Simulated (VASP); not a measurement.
Input:

```
C63N
1.0
    7.14656     0.00000     0.00000
    0.00000     7.14656     0.00000
    0.00000     0.00000     7.14656
C N
63 1
Direct
  0.50000   0.00000   0.00000
  0.62500   0.12500   0.12500
  0.75000   0.25000   0.00000
  0.87500   0.37500   0.12500
  0.75000   0.00000   0.25000
  0.87500   0.12500   0.37500
  0.00000   0.00000   0.00000
  0.12500   0.12500   0.12500
  0.25000   0.25000   0.00000
  0.37792   0.38136   0.12643
  0.50000   0.50000   0.00000
  0.62216   0.62562   0.13149
  0.75000   0.75000   0.00000
  0.87500   0.87500   0.12500
  0.25000   0.00000   0.25000
  0.37227   0.11994   0.38166
  0.49311   0.25553   0.24796
  0.63099   0.37361   0.37456
  0.74926   0.50572   0.25200
  0.87135   0.62747   0.37401
  0.50000   0.00000   0.50000
  0.62951   0.12693   0.63197
  0.75038   0.24643   0.49339
  0.87767   0.37215   0.62879
  0.75000   0.00000   0.75000
  0.87500   0.12500   0.87500
  0.00000   0.50000   0.00000
  0.12500   0.62500   0.12500
  0.25000   0.75000   0.00000
  0.37500   0.87500   0.12500
  0.00000   0.25000   0.25000
  0.12125   0.37912   0.37263
  0.24337   0.50652   0.25628
  0.38028   0.62782   0.37044
  0.50427   0.74842   0.25296
  0.62205   0.86934   0.37734
  0.00000   0.00000   0.50000
  0.12500   0.12500   0.62500
  0.24954   0.24481   0.50059
  0.37053   0.37374   0.62714
  0.61866   0.62441   0.61959
  0.75234   0.74523   0.50370
  0.87500   0.87500   0.62500
  0.25000   0.00000   0.75000
  0.37500   0.12500   0.87500
  0.50191   0.24640   0.75389
  0.61898   0.37874   0.87410
  0.75656   0.50381   0.74771
  0.87500   0.62500   0.87500
  0.00000   0.75000   0.25000
  0.12500   0.87500   0.37500
  0.00000   0.50000   0.50000
  0.13073   0.61865   0.62588
  0.25610   0.74468   0.49990
  0.37822   0.88047   0.61810
  0.00000   0.25000   0.75000
  0.12500   0.37500   0.87500
  0.24743   0.50185   0.74599
  0.37523   0.62668   0.87109
  0.49859   0.75340   0.74782
  0.62500   0.87500   0.87500
  0.00000   0.75000   0.75000
  0.12500   0.87500   0.87500
  0.49418   0.50123   0.50318
```
Cell charge -1.

The numbers are results of PBE GGA, VASP's PBE PAW potentials (set 64) (plane waves; VASP), not measurements. Settings: PREC = Normal, LREAL = Auto, ISYM = 0, NELECT = 258.0, EDIFF = 1E-5, 400 eV cut-off, 1×1×1 Γ-centred mesh, Gaussian smearing of 0.050 eV, potentials C N.

The cell is charged, with a uniform compensating background. The supercell is sampled at Γ alone, which is coarse: total energies, pressure and levels can be off, energies of defects by several tenths of an eV.

### Question
The ions are relaxed. Predict the relaxed structure.

### Answer

```
C63N
1.0
    7.14656     0.00000     0.00000
    0.00000     7.14656     0.00000
    0.00000     0.00000     7.14656
C N
63 1
Direct
  0.50114   0.99852   0.99854
  0.62536   0.12172   0.12171
  0.75085   0.24924   0.99825
  0.87836   0.37472   0.12173
  0.75085   0.99823   0.24921
  0.87835   0.12172   0.37471
  0.00010   0.99996   0.99998
  0.12659   0.12491   0.12493
  0.25111   0.25113   0.00064
  0.37717   0.37511   0.12707
  0.49999   0.50008   0.00165
  0.62495   0.62289   0.12710
  0.74893   0.74893   0.00065
  0.87512   0.87346   0.12494
  0.25111   0.00061   0.25114
  0.37716   0.12708   0.37510
  0.50675   0.24765   0.24763
  0.64891   0.35111   0.35111
  0.75240   0.49329   0.24767
  0.87298   0.62289   0.37515
  0.50000   0.00169   0.50007
  0.62496   0.12710   0.62290
  0.75241   0.24767   0.49329
  0.87300   0.37513   0.62290
  0.74893   0.00066   0.74896
  0.87512   0.12495   0.87351
  0.00156   0.49895   0.99854
  0.12589   0.62435   0.12662
  0.24972   0.75036   0.00227
  0.37573   0.87416   0.12662
  0.00185   0.24921   0.24921
  0.12625   0.37519   0.37519
  0.25214   0.49883   0.25344
  0.37178   0.62832   0.38420
  0.50127   0.74794   0.25347
  0.62489   0.87385   0.37521
  0.00154   0.99854   0.49894
  0.12588   0.12660   0.62436
  0.25212   0.25342   0.49881
  0.37176   0.38413   0.62834
  0.61593   0.62833   0.62836
  0.74665   0.74797   0.49886
  0.87350   0.87421   0.62439
  0.24971   0.00227   0.75037
  0.37572   0.12660   0.87420
  0.50125   0.25343   0.74797
  0.62489   0.37521   0.87383
  0.74666   0.49884   0.74797
  0.87351   0.62437   0.87421
  0.99941   0.74892   0.25117
  0.12439   0.87565   0.37547
  0.99843   0.50008   0.50008
  0.12264   0.62613   0.62613
  0.24695   0.75315   0.50148
  0.37396   0.87750   0.62613
  0.99941   0.25115   0.74896
  0.12440   0.37547   0.87567
  0.24695   0.50145   0.75313
  0.37395   0.62612   0.87746
  0.49862   0.75315   0.75315
  0.62461   0.87566   0.87567
  0.99785   0.75038   0.75038
  0.12450   0.87562   0.87561
  0.47597   0.52412   0.52417
```
Cell charge -1.

### Question
How much energy does the relaxation gain?

### Answer
The energy (σ→0) changes by -47.5 meV/atom, in 28 ionic steps.

The cell is a supercell with a defect, built from C (diamond): N_C, charge -1. The run is not spin-polarised, so no state with unpaired spins was tried.
